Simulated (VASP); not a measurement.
# Nickel with r2SCAN: from relaxation to properties, part 5 of 6

Wanted: the relaxed cell of Nickel and its properties. Left out of this account: 1 further run (core levels: core levels are not valid at this level). The start is a cell from a database of measured crystal structures.

VASP 6.6.1, plane waves and PAW; the level of theory is named at each step.

Still holding for the runs below: The magnetic order is the lowest of the few collinear ones that converged above; longer or canted patterns were not tried.

So far, largest spin moment in the PAW sphere (μB): step 2 (magnetic order: ferromagnetic) 0.778; step 3 (magnetic order: antiferromagnetic, q = (0, 0, 1/2)) 0.568; step 4 (magnetic order: antiferromagnetic, q = (1/2, 1/2, 0)) 0.29; step 7 (full relaxation (r2SCAN)) 0.661.

### 11. Density of states (r2SCAN)

Level of this step: r2SCAN, spin-polarised from a ferromagnetic start (one magnetic atom a cell); plane waves and PAW (Ni) (VASP).

A density of states needs more k-points than a total energy; ISMEAR = -5 takes tetrahedra, and LORBIT projects the states on the PAW spheres. The mesh is finer than in the run before.

Input file INCAR:

```
SYSTEM = Ni
PREC = Accurate
ENCUT = 400
EDIFF = 1E-06
NELM = 100
ISMEAR = -5
SIGMA = 0.2
LREAL = .FALSE.
ALGO = Normal
METAGGA = R2SCAN
LASPH = .TRUE.
NBANDS = 17
ISPIN = 2
MAGMOM = 0.661
LMAXMIX = 4
LORBIT = 11
LWAVE = .FALSE.
LCHARG = .FALSE.
KPAR = 4
NEDOS = 2001
```

Input file POSCAR:

```
Ni
1.0
    0.0000000000      1.7363269909      1.7363269909
    1.7363269909      0.0000000000      1.7363269909
    1.7363269909      1.7363269909      0.0000000000
Ni
1
Direct
    0.0000000000      0.0000000000      0.0000000000
```

Input file KPOINTS:

```
Automatic mesh
0
Gamma
16 16 16
0 0 0
```

Potentials, in the order of the species: Ni (PBE family, release 64).

On the command line:

```
$ mpirun -np 4 vasp_std
```

The program printed:

```text
[... set-up lines as in an earlier step ...]
 entering main loop
       N       E                     dE             d eps       ncg     rms          rms(c)
DAV:   1     0.228971782081E+02    0.22897E+02   -0.33860E+03 10888   0.646E+02
DAV:   2    -0.129092565057E+02   -0.35806E+02   -0.33430E+02 10953   0.137E+02
DAV:   3    -0.142624766203E+02   -0.13532E+01   -0.13442E+01 12270   0.273E+01
DAV:   4    -0.142676534566E+02   -0.51768E-02   -0.51753E-02 12139   0.159E+00
DAV:   5    -0.142676731112E+02   -0.19655E-04   -0.19649E-04 12453   0.960E-02    0.109E+01
DAV:   6    -0.124292052013E+02    0.18385E+01   -0.18198E+01 13627   0.431E+01    0.720E+00
DAV:   7    -0.119433605008E+02    0.48584E+00   -0.36128E+00 12120   0.156E+01    0.244E+00
DAV:   8    -0.119446961748E+02   -0.13357E-02   -0.40026E-02 11725   0.143E+00    0.121E+00
DAV:   9    -0.119423718340E+02    0.23243E-02   -0.40871E-03 14047   0.451E-01    0.391E-01
DAV:  10    -0.119415653995E+02    0.80643E-03   -0.30618E-03 13311   0.519E-01    0.668E-02
DAV:  11    -0.119415696067E+02   -0.42071E-05   -0.42988E-04 13054   0.171E-01    0.513E-02
DAV:  12    -0.119415711978E+02   -0.15911E-05   -0.18319E-05 11112   0.337E-02    0.280E-02
DAV:  13    -0.119415849737E+02   -0.13776E-04   -0.12918E-05 12057   0.300E-02    0.785E-03
DAV:  14    -0.119415944807E+02   -0.95071E-05   -0.18437E-06  9393   0.964E-03    0.661E-04
DAV:  15    -0.119415943517E+02    0.12904E-06   -0.45958E-08  5247   0.179E-03
   1 F= -.11941594E+02 E0= -.11941594E+02  d E =0.000000E+00  mag=     0.7055
 -----------------------------------------------------------------------------
|                                                                             |
|           W    W    AA    RRRRR   N    N  II  N    N   GGGG   !!!           |
|           W    W   A  A   R    R  NN   N  II  NN   N  G    G  !!!           |
|           W    W  A    A  R    R  N N  N  II  N N  N  G       !!!           |
|           W WW W  AAAAAA  RRRRR   N  N N  II  N  N N  G  GGG   !            |
|           WW  WW  A    A  R   R   N   NN  II  N   NN  G    G                |
|           W    W  A    A  R    R  N    N  II  N    N   GGGG   !!!           |
|                                                                             |
|     Tetrahedron method does not include variations of the Fermi             |
|     occupations, so forces and stress will be inaccurate. We suggest        |
|     using a different smearing scheme ISMEAR = 1 or 2 for metals in         |
|     relaxations.                                                            |
|                                                                             |
 -----------------------------------------------------------------------------
```

It took 13 s on 4 MPI ranks of Intel Xeon 6975P-C (Granite Rapids), shared host; peak memory 0.53 GiB.

From OUTCAR (step 11):

```text
   k-points           NKPTS =    145   k-points in BZ     NKDIM =    145   number of bands    NBANDS=     17

   NELECT =      10.0000    total number of electrons

 E-fermi :   9.8907

 spin component 1
 k-point     1 :       0.0000    0.0000    0.0000
  band No.  band energies     occupation
    ...
      2       6.8514      1.00000
      3       6.8515      1.00000
      4       6.8515      1.00000
      5       8.2043      1.00000
      6       8.2043      1.00000
      7      34.7553      0.00000
      8      39.2146      0.00000
      9      39.2146      0.00000
     10      39.2152      0.00000
     11      41.9731      0.00000
    ...

 k-point     2 :       0.0625    0.0000    0.0000
  band No.  band energies     occupation
    ...
      2       6.8103      1.00000
      3       6.8878      1.00000
      4       6.8879      1.00000
      5       8.1889      1.00000
      6       8.1889      1.00000
      7      34.2236      0.00000
      8      37.2355      0.00000
      9      38.7895      0.00000
     10      38.7900      0.00000
     11      42.5789      0.00000
    ...

  Total        0.0282515      0.0282515      0.0282515      0.0000000      0.0000000     -0.0000000
  in kB        4.3234209      4.3234209      4.3234209      0.0000000      0.0000000     -0.0000000
  external PRESSURE =       4.3234209 kB  Pullay stress =       0.0000000 kB

 POSITION                                       TOTAL-FORCE (eV/Angst)
 -----------------------------------------------------------------------------------
      0.00000      0.00000      0.00000         0.000000     -0.000000      0.000000
 -----------------------------------------------------------------------------------
    total drift:                                0.000000      0.000000     -0.000000

  FREE ENERGIE OF THE ION-ELECTRON SYSTEM (eV)
  ---------------------------------------------------
  free  energy   TOTEN  =       -11.9415943517 eV

  energy  without entropy=      -11.9415943517  energy(sigma->0) =      -11.94159435

 magnetization (x)
# of ion       s       p       d       tot
------------------------------------------
    1       -0.011  -0.044   0.779   0.724

[... 6 parts as in an earlier step ...]

[... 15 further parts left out ...]
```

With tetrahedra the forces and stress of a metal are not exact derivatives of the energy.

This step gave:

* irreducible k-points: 145
* free energy (TOTEN): -11.94 eV
* Fermi energy: 9.891 eV
* pressure: 0.4323 GPa
* moment of the cell, from the last line of the log: 0.7055 μB
* DOS at the Fermi level: 1.270 states/eV/cell

Spin moment in the PAW sphere by atom:

```
atom  spin moment in the PAW sphere (μB)
 Ni1                               0.724
```

The density of states has structure finer than the step of the table below, so its rows give means over 1 eV, whole bins alone (the curve runs from -12.0 to 7.91 eV). Peaks (eV: height): total down -2.0: 1.56, -1.6: 1.70, -1.0: 1.30, 0.1: 1.75; total up -4.3: 1.05, -2.7: 1.91, -1.1: 2.64; Ni d up -4.3: 0.883, -2.7: 1.79, -1.1: 2.59; Ni d down -2.0: 1.37, -1.6: 1.56, -1.0: 1.22, 0.1: 1.72; Ni p up -4.2: 0.0624, -3.9: 0.0623, -3.0: 0.0871, -2.5: 0.057.

States under -12.0 eV and over 7.9 eV are left out. Table of density of states by energy, zero at the Fermi level; means over each step; 7 of 8 lines; values in states/eV/cell:

```
energy (eV)  total down  total up  Ni d up  Ni d down  Ni p up  Ni p down  Ni s up
        -11           0         0        0          0        0          0        0
        -10     0.00506   0.00116        0          0   1.2e-5     1.1e-4   9.0e-4
         -9      0.0299    0.0251   9.2e-5     1.7e-4  0.00141    0.00214   0.0182
         -8      0.0482    0.0456  0.00133    0.00131  0.00525    0.00623   0.0296
         -7      0.0690    0.0706  0.00678    0.00524   0.0112     0.0121   0.0386
         -6       0.105     0.140   0.0428     0.0196   0.0212     0.0206   0.0531
         -5       0.290     0.622    0.451      0.150   0.0400     0.0350   0.0711
         -4       0.544     0.870    0.744      0.405   0.0538     0.0450   0.0117
         -3       0.764      1.31     1.17      0.650   0.0660     0.0550   0.0120
         -2        1.28      1.14     1.07       1.12   0.0294     0.0831  0.00667
         -1        1.07      1.05     1.01       1.00   0.0151     0.0306  0.00884
          0        1.05     0.145   0.0940       1.01   0.0274     0.0142   0.0132
          1       0.201     0.129   0.0645      0.155   0.0375     0.0257   0.0139
          2       0.149     0.121   0.0492     0.0873   0.0442     0.0376   0.0126
          3       0.129     0.113   0.0386     0.0622   0.0490     0.0438   0.0101
          4       0.107    0.0933   0.0298     0.0454   0.0436     0.0419  0.00696
          5      0.0815    0.0730   0.0223     0.0313   0.0360     0.0352  0.00447
          6      0.0542    0.0736   0.0256     0.0195   0.0233     0.0249   0.0165
          7       0.107     0.128   0.0447     0.0447   0.0316     0.0194   0.0378
```

The finer mesh and the other smearing move the Fermi level by +0.03 eV from the 11×11×11 run, a small shift, which tests the Fermi level alone. Of the states within 0.3 eV of the Fermi level, the largest shares in the PAW spheres are Ni d 94 %. The rest lies in smaller channels or between the spheres.

### 12. Volume scan with r2SCAN

An equation of state needs energies on both sides of the minimum, all on one mesh and cutoff.

Changes to INCAR since step 11:

```diff
@@ -5,3 +5,3 @@
 NELM = 100
-ISMEAR = -5
+ISMEAR = 1
 SIGMA = 0.2
@@ -11,3 +11,3 @@
 LASPH = .TRUE.
-NBANDS = 17
+NBANDS = 12
 ISPIN = 2
@@ -19,2 +19,2 @@
 KPAR = 4
-NEDOS = 2001
+ISIF = 2
```

Input file POSCAR:

```
Ni
1.0
    0.0000000000      1.7008818005      1.7008818005
    1.7008818005      0.0000000000      1.7008818005
    1.7008818005      1.7008818005      0.0000000000
Ni
1
Direct
    0.0000000000      0.0000000000      0.0000000000
```

Input file KPOINTS:

```
Automatic mesh
0
Gamma
11 11 11
0 0 0
```

On the command line:

```
$ mpirun -np 4 vasp_std
```

The program printed:

```text
[... set-up lines as in an earlier step ...]
 entering main loop
       N       E                     dE             d eps       ncg     rms          rms(c)
DAV:   1     0.185280248078E+02    0.18528E+02   -0.39362E+03  2832   0.937E+02
DAV:   2    -0.132879424553E+02   -0.31816E+02   -0.29949E+02  2916   0.159E+02
DAV:   3    -0.141544252087E+02   -0.86648E+00   -0.85597E+00  3108   0.293E+01
DAV:   4    -0.141610281401E+02   -0.66029E-02   -0.66016E-02  3156   0.227E+00
DAV:   5    -0.141611519345E+02   -0.12379E-03   -0.12379E-03  3252   0.290E-01    0.115E+01
DAV:   6    -0.123029181678E+02    0.18582E+01   -0.17677E+01  3524   0.584E+01    0.653E+00
DAV:   7    -0.119111429118E+02    0.39178E+00   -0.32476E+00  3340   0.209E+01    0.262E+00
DAV:   8    -0.119027432464E+02    0.83997E-02   -0.41696E-02  3260   0.187E+00    0.119E+00
DAV:   9    -0.119005996284E+02    0.21436E-02   -0.25826E-03  3652   0.532E-01    0.367E-01
DAV:  10    -0.119000923159E+02    0.50731E-03   -0.29640E-03  3588   0.688E-01    0.661E-02
DAV:  11    -0.119001425794E+02   -0.50264E-04   -0.18703E-04  3480   0.154E-01    0.476E-02
DAV:  12    -0.119001463305E+02   -0.37511E-05   -0.18944E-05  3328   0.466E-02    0.203E-02
DAV:  13    -0.119001447757E+02    0.15548E-05   -0.91390E-06  3244   0.316E-02    0.525E-03
DAV:  14    -0.119001457513E+02   -0.97558E-06   -0.42733E-07  1808   0.660E-03
   1 F= -.11900146E+02 E0= -.11899894E+02  d E =-.754993E-03  mag=     0.6028
```

It took 5.8 s on 4 MPI ranks; peak memory 0.46 GiB; 21 s of CPU time.

OUTCAR, selected parts (step 12):

```text
   ENCUT  =  400.0 eV  29.40 Ry    5.42 a.u.   3.92  3.92  3.92*2*pi/ulx,y,z

   NELECT =      10.0000    total number of electrons

 E-fermi :  10.7884

 spin component 1
 k-point     1 :       0.0000    0.0000    0.0000
  band No.  band energies     occupation
    ...
      2       7.7123      1.00000
      3       7.7124      1.00000
      4       7.7124      1.00000
      5       9.1540      1.00000
      6       9.1540      1.00000
      7      36.2321      0.00000
      8      41.2123      0.00000
      9      41.2123      0.00000
     10      41.2130      0.00000
     11      44.2599      0.00000
    ...

 k-point     2 :       0.0909    0.0000    0.0000
  band No.  band energies     occupation
    ...
      2       7.6170      1.00000
      3       7.7933      1.00000
      4       7.7934      1.00000
      5       9.1204      1.00000
      6       9.1204      1.00000
      7      35.0121      0.00000
      8      38.2439      0.00000
      9      40.5092      0.00000
     10      40.5097      0.00000
     11      45.2911      0.00000
    ...

  Total        0.9466076      0.9466076      0.9466076     -0.0000000      0.0000000     -0.0000000
  in kB      154.1090654    154.1090654    154.1090654     -0.0000000      0.0000000     -0.0000000
  external PRESSURE =     154.1090654 kB  Pullay stress =       0.0000000 kB

  FREE ENERGIE OF THE ION-ELECTRON SYSTEM (eV)
  ---------------------------------------------------
  free  energy   TOTEN  =       -11.9001457513 eV

  energy  without entropy=      -11.8993907587  energy(sigma->0) =      -11.89989409

 magnetization (x)
# of ion       s       p       d       tot
------------------------------------------
    1       -0.013  -0.046   0.673   0.613

[... 6 parts as in an earlier step ...]

[... 16 further parts left out ...]
```

The scan keeps the cell's shape and the fractional positions fixed.

This step gave:

```
SCF cycles                                        : 14
bands                                             : 12
irreducible k-points                              : 56
free energy (TOTEN)                               : -11.90 eV
energy at zero smearing                           : -11.90 eV
Fermi energy                                      : 10.79 eV
pressure                                          : 15.41 GPa
moment of the cell, from the last line of the log : 0.6028 μB
```

Spin moment in the PAW sphere by atom:

```
atom  spin moment in the PAW sphere (μB)
 Ni1                               0.613
```

The pressure here is 15.41 GPa.

### 13. Volume scan with r2SCAN (run 2)

INCAR is that of step 12.

Input file POSCAR:

```
Ni
1.0
    0.0000000000      1.7128602360      1.7128602360
    1.7128602360      0.0000000000      1.7128602360
    1.7128602360      1.7128602360      0.0000000000
Ni
1
Direct
    0.0000000000      0.0000000000      0.0000000000
```

KPOINTS is that of step 12.

On the command line:

```
$ mpirun -np 4 vasp_std
```

The program printed:

```text
[... set-up lines as in an earlier step ...]
 entering main loop
       N       E                     dE             d eps       ncg     rms          rms(c)
DAV:   1     0.198370971001E+02    0.19837E+02   -0.38984E+03  2792   0.914E+02
DAV:   2    -0.132160928755E+02   -0.33053E+02   -0.31086E+02  2840   0.160E+02
DAV:   3    -0.141957665947E+02   -0.97967E+00   -0.97066E+00  3116   0.312E+01
DAV:   4    -0.142027778202E+02   -0.70112E-02   -0.70100E-02  3128   0.236E+00
DAV:   5    -0.142029074901E+02   -0.12967E-03   -0.12967E-03  3224   0.296E-01    0.112E+01
DAV:   6    -0.123526427192E+02    0.18503E+01   -0.18445E+01  3520   0.593E+01    0.674E+00
DAV:   7    -0.119260886592E+02    0.42655E+00   -0.34719E+00  3336   0.214E+01    0.251E+00
DAV:   8    -0.119201599386E+02    0.59287E-02   -0.41538E-02  3272   0.189E+00    0.118E+00
DAV:   9    -0.119181172715E+02    0.20427E-02   -0.27315E-03  3624   0.531E-01    0.372E-01
DAV:  10    -0.119176027340E+02    0.51454E-03   -0.31910E-03  3584   0.713E-01    0.716E-02
DAV:  11    -0.119176539814E+02   -0.51247E-04   -0.23162E-04  3480   0.170E-01    0.459E-02
DAV:  12    -0.119176568648E+02   -0.28834E-05   -0.14410E-05  3228   0.415E-02    0.277E-02
DAV:  13    -0.119176562107E+02    0.65408E-06   -0.18585E-05  3340   0.479E-02    0.630E-03
DAV:  14    -0.119176579849E+02   -0.17741E-05   -0.51484E-07  1892   0.789E-03    0.153E-03
DAV:  15    -0.119176579255E+02    0.59395E-07   -0.52977E-08  1496   0.260E-03
   1 F= -.11917658E+02 E0= -.11917219E+02  d E =-.131680E-02  mag=     0.6096
```

Elapsed: 6.2 s, on 4 MPI ranks; peak memory 0.46 GiB; 22 s of CPU time.

From OUTCAR (step 13):

```text
   ENCUT  =  400.0 eV  29.40 Ry    5.42 a.u.   3.95  3.95  3.95*2*pi/ulx,y,z

   NELECT =      10.0000    total number of electrons

 E-fermi :  10.4650

 spin component 1
 k-point     1 :       0.0000    0.0000    0.0000
  band No.  band energies     occupation
    ...
      2       7.4409      1.00000
      3       7.4410      1.00000
      4       7.4410      1.00000
      5       8.8466      1.00000
      6       8.8466      1.00000
      7      35.7231      0.00000
      8      40.5289      0.00000
      9      40.5289      0.00000
     10      40.5297      0.00000
     11      43.4781      0.00000
    ...

 k-point     2 :       0.0909    0.0000    0.0000
  band No.  band energies     occupation
    ...
      2       7.3491      1.00000
      3       7.5194      1.00000
      4       7.5195      1.00000
      5       8.8142      1.00000
      6       8.8143      1.00000
      7      34.4473      0.00000
      8      37.6280      0.00000
      9      39.8065      0.00000
     10      39.8071      0.00000
     11      44.5354      0.00000
    ...

  Total        0.6010953      0.6010953      0.6010953     -0.0000000     -0.0000000      0.0000000
  in kB       95.8204366     95.8204366     95.8204366     -0.0000000     -0.0000000      0.0000000
  external PRESSURE =      95.8204366 kB  Pullay stress =       0.0000000 kB

 POSITION                                       TOTAL-FORCE (eV/Angst)
 -----------------------------------------------------------------------------------
      0.00000      0.00000      0.00000        -0.000000     -0.000000     -0.000000
 -----------------------------------------------------------------------------------
    total drift:                                0.000000      0.000000     -0.000000

  FREE ENERGIE OF THE ION-ELECTRON SYSTEM (eV)
  ---------------------------------------------------
  free  energy   TOTEN  =       -11.9176579255 eV

  energy  without entropy=      -11.9163411236  energy(sigma->0) =      -11.91721899

 magnetization (x)
# of ion       s       p       d       tot
------------------------------------------
    1       -0.013  -0.046   0.682   0.623

[... 5 parts as in an earlier step ...]

[... 16 further parts left out ...]
```

This step gave:

```yaml
scf_cycles: 15
free_energy_toten: -11.92 eV
energy_at_zero_smearing: -11.92 eV
fermi_energy: 10.46 eV
pressure: 9.582 GPa
moment_of_the_cell_from_the_last_line_of_the_log: 0.6096 μB
```

The pressure falls from 15.41 to 9.58 GPa.

The run ends at a pressure of 9.58 GPa.

### 14. Volume scan with r2SCAN (run 3)

INCAR is that of step 13.

Input file POSCAR:

```
Ni
1.0
    0.0000000000      1.7246734385      1.7246734385
    1.7246734385      0.0000000000      1.7246734385
    1.7246734385      1.7246734385      0.0000000000
Ni
1
Direct
    0.0000000000      0.0000000000      0.0000000000
```

KPOINTS is that of step 13.

On the command line:

```
$ mpirun -np 4 vasp_std
```

The program printed:

```text
[... set-up lines as in an earlier step ...]
 entering main loop
       N       E                     dE             d eps       ncg     rms          rms(c)
DAV:   1     0.198368908212E+02    0.19837E+02   -0.39472E+03  2796   0.933E+02
DAV:   2    -0.132764544434E+02   -0.33113E+02   -0.31027E+02  2912   0.159E+02
DAV:   3    -0.142287029382E+02   -0.95225E+00   -0.94869E+00  3112   0.311E+01
DAV:   4    -0.142360297271E+02   -0.73268E-02   -0.73257E-02  3168   0.238E+00
[...]
DAV:  13    -0.119280695681E+02    0.18425E-05   -0.24628E-05  3380   0.602E-02    0.884E-03
DAV:  14    -0.119280728686E+02   -0.33004E-05   -0.13054E-06  2080   0.128E-02    0.179E-03
DAV:  15    -0.119280726526E+02    0.21602E-06   -0.76671E-08  1520   0.341E-03
   1 F= -.11928073E+02 E0= -.11927374E+02  d E =-.209737E-02  mag=     0.6212
```

It took 6.4 s on 4 MPI ranks; peak memory 0.45 GiB; 23 s of CPU time.

OUTCAR, selected parts (step 14):

```text
  Total        0.2824064      0.2824064      0.2824064      0.0000000      0.0000000      0.0000000
  in kB       44.0995858     44.0995858     44.0995858      0.0000000      0.0000000      0.0000000
  external PRESSURE =      44.0995858 kB  Pullay stress =       0.0000000 kB

  FREE ENERGIE OF THE ION-ELECTRON SYSTEM (eV)
  ---------------------------------------------------
  free  energy   TOTEN  =       -11.9280726526 eV

  energy  without entropy=      -11.9259752839  energy(sigma->0) =      -11.92737353

 magnetization (x)
# of ion       s       p       d       tot
------------------------------------------
    1       -0.013  -0.045   0.695   0.637

[... 2 parts as in an earlier step ...]

[... 2 further parts left out ...]
[key lines of the parts left out:]
E-fermi :  10.1565
```

The pressure falls from 9.58 to 4.41 GPa.

The run ends at a pressure of 4.41 GPa.

(Part 5 of 6 ends here.)

[Lines on the potential files, build, host, timing and source positions are cut from VASP's logs without a mark.]

[Logs are printed without paths, hosts, clocks, repeated set-up lines and the standing remarks that a program may print on its own settings, such as how far it seeks lower states.]

[Hosts, paths, dates, database ids (printed as entryN), source tags and the programs' standing remarks are cut or masked in the printed files.]

[A measured line is paired with the nearest computed mode of its activity, which favours agreement.]
